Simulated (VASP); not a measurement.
# XPS shifts in AgW9

Aim: how the core levels of AgW9 differ from atom to atom, with and without the screening of the hole.

Program: VASP 6.6.1. Level of theory: PBE; plane waves and PAW (Ag, W), in the first sound run; inputs show where later runs differ. Results are calculated unless marked as measured.

This is a report of a sequence of runs, with most program output left out.

**1. The starting structure**

The cell holds 20 atoms: 2 Ag and 18 W. Its edges and angles: a = 6.340 Å, b = 5.491 Å, c = 22.966 Å, α = 90.0°, β = 90.0°, γ = 54.7°. It derives from W. Ag replaces host atoms (quarter in the top layer, both faces). Regions: layer 1, 4 atoms (3 W and 1 Ag); layer 2, 4 atoms (4 W); layer 3, 4 atoms (4 W); other layers, 8 atoms (7 W and 1 Ag). Vacuum lies along c.

**2. Relaxation**

The free atoms are relaxed first inside the given cell, which is kept (ISIF = 0), since core levels depend on the positions.

INCAR

```
SYSTEM = AgW9
PREC = Normal
ENCUT = 330
EDIFF = 1E-05
NELM = 100
ISMEAR = 0
SIGMA = 0.1
LREAL = Auto
ALGO = Fast
GGA = PE
NBANDS = 85
LASPH = .TRUE.
LWAVE = .FALSE.
LCHARG = .FALSE.
KPAR = 2
NCORE = 4
IBRION = 2
NSW = 50
ISIF = 0
EDIFFG = -0.05
```

POSCAR

```
AgW9
1.0
    6.3400000000      0.0000000000      0.0000000000
    3.1700000000      4.4830569927      0.0000000000
    0.0000000000      0.0000000000     22.9661139854
Ag W
2 18
Selective dynamics
Direct
    0.0000000000      0.0000000000      0.6952031150  T T T
    0.0000000000      0.0000000000      0.3047968850  T T T
    0.5000000000      0.0000000000      0.6952031150  T T T
    0.0000000000      0.5000000000      0.6952031150  T T T
    0.5000000000      0.5000000000      0.6952031150  T T T
    0.7500000000      0.5000000000      0.5976015580  T T T
    0.2500000000      0.5000000000      0.5976015580  T T T
    0.7500000000      0.0000000000      0.5976015580  T T T
    0.2500000000      0.0000000000      0.5976015580  T T T
    0.0000000000      0.0000000000      0.5000000000  F F F
    0.5000000000      0.0000000000      0.5000000000  F F F
    0.0000000000      0.5000000000      0.5000000000  F F F
    0.5000000000      0.5000000000      0.5000000000  F F F
    0.7500000000      0.5000000000      0.4023984420  T T T
    0.2500000000      0.5000000000      0.4023984420  T T T
    0.7500000000      0.0000000000      0.4023984420  T T T
    0.2500000000      0.0000000000      0.4023984420  T T T
    0.5000000000      0.0000000000      0.3047968850  T T T
    0.0000000000      0.5000000000      0.3047968850  T T T
    0.5000000000      0.5000000000      0.3047968850  T T T
```

KPOINTS

```
Automatic mesh
0
Gamma
4 4 1
0 0 0
```

PAW data sets: Ag and W (PBE family, release 64).

On the command line:

```bash
mpirun -np 8 vasp_std
```

Wall time 4.5 min (8 MPI ranks of AMD EPYC 7R43, shared host); peak memory 1.2 GiB.

The data set W keeps the semicore shell frozen, which is cheaper and a little less accurate. The run keeps the 8 symmetry operations of its start, so it cannot find a distortion of lower symmetry.

Relaxation path:

| step | energy less that of the first step (eV) | largest force (eV/Å) |
| --- | --- | --- |
| 1 | 0.0000 | 1.5557 |
| 2 | -0.7020 | 1.0657 |
| 3 | -0.8268 | 0.8575 |
| 4 | -1.0466 | 0.6459 |
| 5 | -1.1165 | 0.7622 |
| 6 | -1.2366 | 0.3426 |
| 7 | -1.2445 | 0.3312 |
| 8 | -1.2448 | 0.3197 |
| 9 | -1.2612 | 0.1170 |
| 10 | -1.2615 | 0.1210 |
| 11 | -1.2659 | 0.0542 |
| 12 | -1.2666 | 0.0768 |
| 13 | -1.2688 | 0.0432 |

The atoms that moved most (Å):

| atom | dx | dy | dz | length |
| --- | --- | --- | --- | --- |
| Ag1 | 0.000 | 0.000 | 0.384 | 0.384 |
| Ag2 | 0.000 | 0.000 | -0.384 | 0.384 |
| W19 | 0.000 | 0.000 | 0.174 | 0.174 |
| W5 | 0.000 | 0.000 | -0.174 | 0.174 |
| W20 | 0.000 | 0.000 | 0.174 | 0.174 |
| W4 | 0.000 | 0.000 | -0.174 | 0.174 |
| W18 | 0.000 | 0.000 | 0.094 | 0.094 |
| W3 | 0.000 | 0.000 | -0.094 | 0.094 |

Final coordinates:

```
Ag W
1.0
     6.34000    0.00000    0.00000
     3.17000    4.48306    0.00000
     0.00000    0.00000   22.96611
Ag W
2 18
Direct
  0.00000 0.00000 0.71194
  0.00000 0.00000 0.28806
  0.50000 0.00000 0.69110
  0.00000 0.50000 0.68761
  0.50000 0.50000 0.68761
  0.75324 0.49351 0.59740
  0.24676 0.50649 0.59740
  0.75023 0.00000 0.59811
  0.24977 0.00000 0.59811
  0.00000 0.00000 0.50000
  0.50000 0.00000 0.50000
  0.00000 0.50000 0.50000
  0.50000 0.50000 0.50000
  0.75324 0.49351 0.40260
  0.24676 0.50649 0.40260
  0.75023 0.00000 0.40189
  0.24977 0.00000 0.40189
  0.50000 0.00000 0.30890
  0.00000 0.50000 0.31239
  0.50000 0.50000 0.31239
```

Numbers from this step:

```
free energy (TOTEN)     : -226.7737 eV
energy at zero smearing : -226.7361 eV
Fermi energy            : 1.416 eV
```

The forces on the free atoms are under 0.05 eV/Å.

**3. Initial state**

The cell without a hole gives, with ICORELEVEL = 1, the Kohn-Sham core levels of the initial state.

INCAR

```
SYSTEM = AgW9
PREC = Normal
ENCUT = 330
EDIFF = 1E-05
NELM = 120
ISMEAR = 0
SIGMA = 0.1
LREAL = Auto
ALGO = Fast
GGA = PE
NBANDS = 85
LASPH = .TRUE.
LORBIT = 11
LWAVE = .FALSE.
LCHARG = .FALSE.
KPAR = 2
NCORE = 4
ICORELEVEL = 1
ISIF = 0
LVHAR = .TRUE.
```

POSCAR

```
AgW9
1.0
    6.3400000000      0.0000000000      0.0000000000
    3.1700000000      4.4830569927      0.0000000000
    0.0000000000      0.0000000000     22.9661139854
Ag W
2 18
Direct
    0.0000000000      0.0000000000      0.7119373689
    0.0000000000      0.0000000000      0.2880626311
    0.5000000000      0.0000000000      0.6910980114
    0.0000000000      0.5000000000      0.6876089291
    0.5000000000      0.5000000000      0.6876089291
    0.7532425600      0.4935148800      0.5974014808
    0.2467574400      0.5064851200      0.5974014808
    0.7502284292      0.0000000000      0.5981141547
    0.2497715708      0.0000000000      0.5981141547
    0.0000000000      0.0000000000      0.5000000000
    0.5000000000      0.0000000000      0.5000000000
    0.0000000000      0.5000000000      0.5000000000
    0.5000000000      0.5000000000      0.5000000000
    0.7532425600      0.4935148800      0.4025985192
    0.2467574400      0.5064851200      0.4025985192
    0.7502284292      0.0000000000      0.4018858453
    0.2497715708      0.0000000000      0.4018858453
    0.5000000000      0.0000000000      0.3089019886
    0.0000000000      0.5000000000      0.3123910709
    0.5000000000      0.5000000000      0.3123910709
```

KPOINTS

```
Automatic mesh
0
Gamma
5 5 1
0 0 0
```

On the command line:

```bash
mpirun -np 8 vasp_std
```

The job ended after 79 s (8 MPI ranks; peak memory 1.3 GiB; 10 min of CPU time).

These are scalar-relativistic Kohn-Sham levels of the ground state, with no core hole, so they are not binding energies.

Numbers from this step:

* free energy (TOTEN): -226.9850 eV
* energy at zero smearing: -226.9480 eV
* Fermi energy: 1.405 eV

The two shallowest core shells; atoms whose shallowest level rounds to another's at 0.01 eV are left out. Core levels, by row:

| atom | shell | level below the Fermi level (eV) |
| --- | --- | --- |
| Ag1 | 4s | 92.17 |
| Ag1 | 4p | 55.59 |
| W3 | 5p | 38.16 |
| W3 | 4f | 28.41 |
| W4 | 5p | 38.23 |
| W4 | 4f | 28.5 |
| W6 | 5p | 38.27 |
| W6 | 4f | 28.37 |
| W8 | 5p | 38.39 |
| W8 | 4f | 28.63 |
| W10 | 5p | 38.33 |
| W10 | 4f | 28.54 |
| W11 | 5p | 38.25 |
| W11 | 4f | 28.44 |
| W12 | 5p | 38.4 |
| W12 | 4f | 28.6 |

**4. Core hole, atom W5**

This step: final-state core hole with the electron kept at the Fermi level, PBE; plane waves and PAW (W, Ag, W) (VASP 6.6.1).

System of this step: AgW9. The cell holds 20 atoms: 18 W and 2 Ag. Its edges and angles: a = 6.340 Å, b = 5.491 Å, c = 22.966 Å, α = 90.0°, β = 90.0°, γ = 54.7°. It derives from W. Ag replaces host atoms (quarter in the top layer, both faces). Vacuum lies along c.

A core electron of W5 (4f) is moved to the Fermi level; this atom comes first in POSCAR as a species of its own.

Changes to INCAR since step 3:

```diff
@@ -12,3 +12,2 @@
 LASPH = .TRUE.
-LORBIT = 11
 LWAVE = .FALSE.
@@ -17,4 +16,7 @@
 NCORE = 4
-ICORELEVEL = 1
+ICORELEVEL = 2
+CLNT = 1
+CLN = 4
+CLL = 3
+CLZ = 1
 ISIF = 0
-LVHAR = .TRUE.
```

Changes to POSCAR since step 3:

```diff
@@ -5,5 +5,6 @@
     0.0000000000      0.0000000000     22.9661139854
-Ag W
-2 18
+W Ag W
+1 2 17
 Direct
+    0.5000000000      0.5000000000      0.6876089291
     0.0000000000      0.0000000000      0.7119373689
@@ -12,3 +13,2 @@
     0.0000000000      0.5000000000      0.6876089291
-    0.5000000000      0.5000000000      0.6876089291
     0.7532425600      0.4935148800      0.5974014808
```

KPOINTS is that of step 3.

PAW data sets: W, Ag and W (PBE family, release 64).

On the command line:

```bash
mpirun -np 8 vasp_std
```

The job ended after 96 s (8 MPI ranks; peak memory 1.4 GiB).

This run has no spin polarisation. The data set W keeps the semicore shell frozen, which is cheaper and a little less accurate.

Numbers from this step:

- free energy (TOTEN): -257.0957 eV
- energy at zero smearing: -257.0611 eV
- Fermi energy: 1.402 eV

This is the reference for holes on W.

**5. Core hole, one more run**

This run repeats the step with a slip in the input.

Changes to INCAR since step 4:

```diff
@@ -4,3 +4,3 @@
 EDIFF = 1E-05
-NELM = 120
+NELM = 60
 ISMEAR = 0
@@ -17,3 +17,3 @@
 ICORELEVEL = 2
-CLNT = 1
+CLNT = 2
 CLN = 4
```

POSCAR is that of step 4.

KPOINTS is that of step 4.

On the command line:

```bash
mpirun -np 8 vasp_std
```

Elapsed: 4.7 min, on 8 MPI ranks; peak memory 1.4 GiB.

The electronic loop ended without reaching EDIFF, so its numbers are not used.

At the end rms(c) stands at 6e+00, with no steady fall over the second half of the cycles shown.

The fault in the input: CLNT naming another species than the marked atom (CLNT = 2). 

**6. Core hole, atom W4**

The same hole on the next atom.

Changes to INCAR since step 5:

```diff
@@ -4,3 +4,3 @@
 EDIFF = 1E-05
-NELM = 60
+NELM = 120
 ISMEAR = 0
@@ -17,3 +17,3 @@
 ICORELEVEL = 2
-CLNT = 2
+CLNT = 1
 CLN = 4
```

Changes to POSCAR since step 5:

```diff
@@ -8,3 +8,3 @@
 Direct
-    0.5000000000      0.5000000000      0.6876089291
+    0.0000000000      0.5000000000      0.6876089291
     0.0000000000      0.0000000000      0.7119373689
@@ -12,3 +12,3 @@
     0.5000000000      0.0000000000      0.6910980114
-    0.0000000000      0.5000000000      0.6876089291
+    0.5000000000      0.5000000000      0.6876089291
     0.7532425600      0.4935148800      0.5974014808
```

KPOINTS is that of step 5.

On the command line:

```bash
mpirun -np 8 vasp_std
```

The job ended after 1.8 min (8 MPI ranks; peak memory 1.4 GiB; 14 min of CPU time).

Against the hole on W5 the energy differs by +0.00 eV.

**7. Core hole, atom W6**

INCAR is that of step 6.

Changes to POSCAR since step 6:

```diff
@@ -8,3 +8,3 @@
 Direct
-    0.0000000000      0.5000000000      0.6876089291
+    0.7532425600      0.4935148800      0.5974014808
     0.0000000000      0.0000000000      0.7119373689
@@ -12,4 +12,4 @@
     0.5000000000      0.0000000000      0.6910980114
+    0.0000000000      0.5000000000      0.6876089291
     0.5000000000      0.5000000000      0.6876089291
-    0.7532425600      0.4935148800      0.5974014808
     0.2467574400      0.5064851200      0.5974014808
```

KPOINTS is that of step 6.

On the command line:

```bash
mpirun -np 8 vasp_std
```

It took 72 s on 8 MPI ranks; peak memory 1.3 GiB; 9.4 min of CPU time.

Against the hole on W5 the energy differs by +0.20 eV.

**8. Summary**

This step: core-level shifts, PBE; plane waves and PAW (VASP 6.6.1).

No new run; the numbers come from the runs before.

A positive shift is a higher binding energy. Cost is wall time times ranks on a shared host. Core-level shifts:

| atom | region | shell | Kohn-Sham level below the Fermi level (eV) | initial-state shift (eV) | final-state shift (eV) | shifts are from | cost (core minutes) |
| --- | --- | --- | --- | --- | --- | --- | --- |
| W5 | layer 1 | 4f | 28.5 | 0 | 0 | W5 | 12.8 |
| W4 | layer 1 | 4f | 28.5 | 0 | 5.34e-5 | W5 | 14.53 |
| W6 | layer 2 | 4f | 28.37 | -0.128 | 0.2012 | W5 | 9.6 |

**9. Summary of results**

```yaml
w6_4f_layer_2_from_w5: initial state -0.13 eV, final state +0.20 eV
```

Against W5, W6 is shifted by -0.13 eV in the initial state and by +0.20 eV with the hole, a change of sign (energies extrapolated to zero smearing). W4 has the level of the reference atom in both states, as equivalent sites do. Only these atoms were given a hole, so other sites aren't ranked. The difference of the two pictures holds the screening of the hole, but also the cell's limits: holes repeat 5.5 Å apart, and the electron from the core stays in the cell. Cell size, mesh and smearing weren't varied between the hole runs, and no dipole correction was applied to the slab. On their mesh the free atoms carry forces of up to 0.18 eV/Å, since the relaxation used another. The other core electrons are frozen, spin-orbit splitting and multiplets are absent, and only shifts between atoms of one element are meaningful. Not tabulated here, as repeats of values shown or as unfit to read for their mesh, reference level or band range: core levels (core hole).

[Lines on the potential files, build, host, timing and source positions are cut from VASP's logs without a mark.]

[Logs are printed without paths, hosts, clocks, repeated set-up lines and the standing remarks that a program may print on its own settings, such as how far it seeks lower states.]

[Hosts, paths, dates, database ids (printed as entryN), source tags and the programs' standing remarks are cut or masked in the printed files.]
